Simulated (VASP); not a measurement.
OSZICAR of a VASP run on AlGa3N4 (ordered alloy cell):

OSZICAR:
```
       N       E                     dE             d eps       ncg     rms          rms(c)
DAV:   1     0.644678759100E+03    0.64468E+03   -0.29090E+04  2405   0.287E+03
DAV:   2     0.510068039198E+02   -0.59367E+03   -0.57170E+03  2531   0.669E+02
DAV:   3    -0.551271899876E+02   -0.10613E+03   -0.10342E+03  2689   0.204E+02
DAV:   4    -0.625953116230E+02   -0.74681E+01   -0.74111E+01  3048   0.566E+01
DAV:   5    -0.627907085105E+02   -0.19540E+00   -0.19492E+00  2945   0.908E+00    0.150E+01
DAV:   6    -0.548902695917E+02    0.79004E+01   -0.30419E+01  4056   0.622E+01    0.459E+00
DAV:   7    -0.551085860425E+02   -0.21832E+00   -0.40869E+00  2629   0.125E+01    0.385E+00
DAV:   8    -0.550444629625E+02    0.64123E-01   -0.55293E-01  3285   0.107E+01    0.993E-01
DAV:   9    -0.550159952784E+02    0.28468E-01   -0.15189E-01  4020   0.732E+00    0.390E-01
DAV:  10    -0.550172968963E+02   -0.13016E-02   -0.15758E-02  2621   0.119E+00    0.179E-01
DAV:  11    -0.550173433325E+02   -0.46436E-04   -0.21092E-03  3396   0.118E+00    0.341E-02
DAV:  12    -0.550173777112E+02   -0.34379E-04   -0.45854E-04  3335   0.384E-01    0.204E-02
DAV:  13    -0.550173907207E+02   -0.13010E-04   -0.14329E-04  2960   0.913E-02    0.134E-02
DAV:  14    -0.550173936038E+02   -0.28830E-05   -0.81546E-06  3441   0.631E-02    0.103E-02
DAV:  15    -0.550173933107E+02    0.29308E-06   -0.38054E-06  3242   0.504E-02    0.208E-03
DAV:  16    -0.550173935137E+02   -0.20304E-06   -0.25730E-06  3342   0.203E-02    0.137E-03
DAV:  17    -0.550173935379E+02   -0.24135E-07   -0.39826E-07  2262   0.601E-03
   1 F= -.55017394E+02 E0= -.55017394E+02  d E =0.000000E+00
```

Task: Which electronic solver shows in the log?

Result: It is blocked Davidson (ALGO = Normal, or the opening steps of other solvers). The INCAR had ALGO = Normal.

Task: Can the final energy be trusted as converged?

Result: Self-consistency was reached. It stopped with EDIFF = 1E-7, NELM = 100 (PBEsol GGA, plane waves, VASP's PBE PAW potentials (set 64)).

The structure was generated: AlGa3N4 was put into an ordered model structure (P3m1), which need not be its known phase. It was relaxed first.
